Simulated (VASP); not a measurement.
Input of a VASP 6.6.1 run:

File INCAR:

```
  PREC = Accurate
  ENCUT = 520
  EDIFF = 1E-6
  ISMEAR = -1
  SIGMA = 0.1
  LREAL = Auto
  LASPH = True
  NELM = 100
  ALGO = Fast
  ISIF = 2
  LWAVE = False
  LCHARG = False
  GGA = PS
  NBANDS = 94
```

Contents of KPOINTS:

```
regular mesh
0
Gamma
  3 3 3
```

The input POSCAR:

```
Ga7Ir8
1.0
    5.9966230000      0.0000000000      0.0000000000
    0.0000000000      5.9966230000      0.0000000000
    0.0000000000      0.0000000000      5.9966230000
Ir Ga
8 7
Direct
    0.2397107505      0.2413966994      0.2478686754
    0.2708757913      0.2725662427      0.7478595870
    0.2397002446      0.7615472909      0.2478596704
    0.2708786262      0.7303802490      0.7478886033
    0.7598491684      0.2413833586      0.2478646732
    0.7286774573      0.2725303892      0.7478270687
    0.7598528372      0.7615179410      0.2478728444
    0.7286919655      0.7303362242      0.7478882698
   -0.0002211245      0.0014568199      0.7478812658
   -0.0002221250      0.5014113777      0.0033753998
   -0.0002057825      0.5014800830      0.4923512784
    0.4998084755      0.0014629901      0.0033807361
    0.4997766243      0.0014351411      0.4923467758
    0.4997846288      0.5014392267      0.0312090655
    0.4997662851      0.5014805833      0.4645167789
```

Potentials or basis: VASP PAW PBE potentials, release 64 (Ir, Ga_d).

Run with:

```bash
$ cat potpaw_PBE.64/Ir/POTCAR potpaw_PBE.64/Ga_d/POTCAR > POTCAR
$ mpirun -np 1 vasp_std > vasp.out
```

Predict the pressure.

4.2 GPa.

What does it give for the largest force?

0.029 eV/Å.

Predict the band gap on the k mesh.

none (metal or under the smearing width).

Stress tensor (GPa, compression positive):
```
 6.34  0.00  0.00
 0.00  6.33  0.00
 0.00  0.00 -0.14
```

Caveat: the PAW data sets were made with another functional, which shifts forces and pressure a little. Spin-orbit coupling is left out, which matters for the levels of Ir.
